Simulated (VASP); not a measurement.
Computed with rev-vdW-DF2, VASP's PBE PAW potentials (set 64) (plane waves; VASP).

VASP ran on this input.

File KPOINTS:
```
Regular mesh
0
gamma
13 13 13
```

**INCAR**
```
SYSTEM = TiC
PREC = Accurate
ENCUT = 520
EDIFF = 1E-6
NELM = 100
ALGO = Normal
LREAL = .FALSE.
LASPH = .TRUE.
ISMEAR = 1
SIGMA = 0.1
GGA = MK
PARAM1 = 0.1234568
PARAM2 = 0.7114
ZAB_VDW = -1.8867
LUSE_VDW = .TRUE.
AGGAC = 0.0
LMAXMIX = 4
LWAVE = .FALSE.
LCHARG = .FALSE.
IBRION = 2
ISIF = 3
NSW = 60
EDIFFG = -0.01
```

**POSCAR**
```
TiC
1
    0.0000000000     2.1650000000     2.1650000000
    2.1650000000     0.0000000000     2.1650000000
    2.1650000000     2.1650000000     0.0000000000
Ti C
1 1
Direct
  0.0000000000   0.0000000000   0.0000000000
  0.5000000000   0.5000000000   0.5000000000
```

POTCAR, in this order: Ti_sv C (PBE.64 set). Program: vasp_std.

Output

File OSZICAR:
```
       N       E                     dE             d eps       ncg     rms          rms(c)
DAV:   1     0.118652517817E+03    0.11865E+03   -0.84914E+03  2016   0.160E+03
DAV:   2    -0.110914032686E+02   -0.12974E+03   -0.12361E+03  2116   0.376E+02
DAV:   3    -0.206157602266E+02   -0.95244E+01   -0.91086E+01  2624   0.969E+01
DAV:   4    -0.210784351005E+02   -0.46267E+00   -0.46219E+00  2704   0.205E+01
DAV:   5    -0.210901908061E+02   -0.11756E-01   -0.11755E-01  2700   0.297E+00    0.188E+01
DAV:   6    -0.161823407931E+02    0.49079E+01   -0.32968E+01  2396   0.708E+01    0.739E+00
DAV:   7    -0.154965003210E+02    0.68584E+00   -0.51770E+00  2484   0.292E+01    0.502E+00
DAV:   8    -0.154603675778E+02    0.36133E-01   -0.13865E-01  2156   0.488E+00    0.322E+00
DAV:   9    -0.154565295797E+02    0.38380E-02   -0.17023E-01  2304   0.527E+00    0.809E-01
DAV:  10    -0.154531775937E+02    0.33520E-02   -0.17277E-02  2856   0.188E+00    0.584E-01
DAV:  11    -0.154516490797E+02    0.15285E-02   -0.69313E-03  2148   0.129E+00    0.124E-01
DAV:  12    -0.154516653694E+02   -0.16290E-04   -0.44196E-04  2268   0.276E-01    0.401E-02
DAV:  13    -0.154516488427E+02    0.16527E-04   -0.30287E-05  2832   0.717E-02    0.145E-02
DAV:  14    -0.154516463582E+02    0.24844E-05   -0.24906E-06  2136   0.128E-02    0.289E-03
DAV:  15    -0.154516461862E+02    0.17203E-06   -0.26441E-07  1104   0.801E-03
   1 F= -.15451646E+02 E0= -.15451574E+02  d E =-.154516E+02
       N       E                     dE             d eps       ncg     rms          rms(c)
DAV:   1    -0.155066280309E+02   -0.54982E-01   -0.12527E+00  2036   0.182E+01    0.234E+00
DAV:   2    -0.154598814628E+02    0.46747E-01   -0.25861E-01  2236   0.808E+00    0.705E-01
DAV:   3    -0.154497693507E+02    0.10112E-01   -0.41419E-02  2304   0.228E+00    0.291E-01
DAV:   4    -0.154495936070E+02    0.17574E-03   -0.14526E-02  2160   0.130E+00    0.158E-01
DAV:   5    -0.154504633105E+02   -0.86970E-03   -0.11912E-03  2412   0.384E-01    0.571E-02
DAV:   6    -0.154508681668E+02   -0.40486E-03   -0.96622E-04  2896   0.161E-01    0.509E-02
DAV:   7    -0.154509265736E+02   -0.58407E-04   -0.11123E-04  2300   0.108E-01    0.726E-03
DAV:   8    -0.154509267576E+02   -0.18398E-06   -0.11951E-05  2452   0.337E-02    0.701E-03
DAV:   9    -0.154509279752E+02   -0.12176E-05   -0.10996E-06  1512   0.112E-02    0.159E-03
DAV:  10    -0.154509282048E+02   -0.22960E-06   -0.45418E-07  1060   0.539E-03
   2 F= -.15450928E+02 E0= -.15450841E+02  d E =0.717981E-03
       N       E                     dE             d eps       ncg     rms          rms(c)
DAV:   1    -0.154711508216E+02   -0.20223E-01   -0.41000E-01  2036   0.105E+01    0.137E+00
DAV:   2    -0.154563799534E+02    0.14771E-01   -0.98824E-02  2280   0.486E+00    0.440E-01
DAV:   3    -0.154521541985E+02    0.42258E-02   -0.16089E-02  2292   0.145E+00    0.162E-01
DAV:   4    -0.154521512138E+02    0.29847E-05   -0.46191E-03  2136   0.704E-01    0.862E-02
DAV:   5    -0.154524980312E+02   -0.34682E-03   -0.50429E-04  2532   0.211E-01    0.311E-02
DAV:   6    -0.154525726937E+02   -0.74663E-04   -0.19358E-04  2800   0.757E-02    0.244E-02
DAV:   7    -0.154525950489E+02   -0.22355E-04   -0.53466E-05  2372   0.743E-02    0.221E-02
DAV:   8    -0.154525933144E+02    0.17345E-05   -0.14948E-05  2072   0.479E-02    0.249E-03
DAV:   9    -0.154525935925E+02   -0.27810E-06   -0.11148E-06  1700   0.814E-03
   3 F= -.15452594E+02 E0= -.15452515E+02  d E =-.947406E-03
```

OUTCAR:
```
------------------------ aborting loop because EDIFF is reached ----------------------------------------
  FORCE on cell =-STRESS in cart. coord.  units (eV):
  Direction    XX          YY          ZZ          XY          YZ          ZX
  --------------------------------------------------------------------------------------
  Total        0.0022340      0.0022340      0.0022340      0.0000000      0.0000000      0.0000000
  in kB        0.1777104      0.1777104      0.1777104      0.0000000      0.0000000      0.0000000
  external PRESSURE =       0.1777104 kB  Pullay stress =       0.0000000 kB
  volume of cell :       20.14
      direct lattice vectors                 reciprocal lattice vectors
    -0.000000000  2.159474411  2.159474411    -0.231537821  0.231537821  0.231537821
     2.159474411 -0.000000000  2.159474411     0.231537821 -0.231537821  0.231537821
     2.159474411  2.159474411  0.000000000     0.231537821  0.231537821 -0.231537821
 POSITION                                       TOTAL-FORCE (eV/Angst)
 -----------------------------------------------------------------------------------
      0.00000      0.00000      0.00000        -0.000000      0.000000     -0.000000
      2.15947      2.15947      2.15947         0.000000     -0.000000      0.000000
 -----------------------------------------------------------------------------------
    total drift:                                0.000000     -0.000000     -0.000000
  FREE ENERGIE OF THE ION-ELECTRON SYSTEM (eV)
  ---------------------------------------------------
  free  energy   TOTEN  =       -15.4525935925 eV

  energy  without entropy=      -15.4523585069  energy(sigma->0) =      -15.45251523

 reached required accuracy - stopping structural energy minimisation
```
(Selected blocks of OUTCAR.)

CONTCAR:
```
TiC
   1.00000000000000
    -0.0000000000000000    2.1594744114122628    2.1594744114122628
     2.1594744114122628   -0.0000000000000000    2.1594744114122628
     2.1594744114122628    2.1594744114122628    0.0000000000000000
  Ti              C
     1     1
Direct
     0.0000000000000000    0.0000000000000000    0.0000000000000000
     0.5000000000000000    0.5000000000000000    0.5000000000000000
```

The compound is TiC in the rock salt structure. This run relaxes it. Symmetry was kept, so distortions that lower it aren't found.
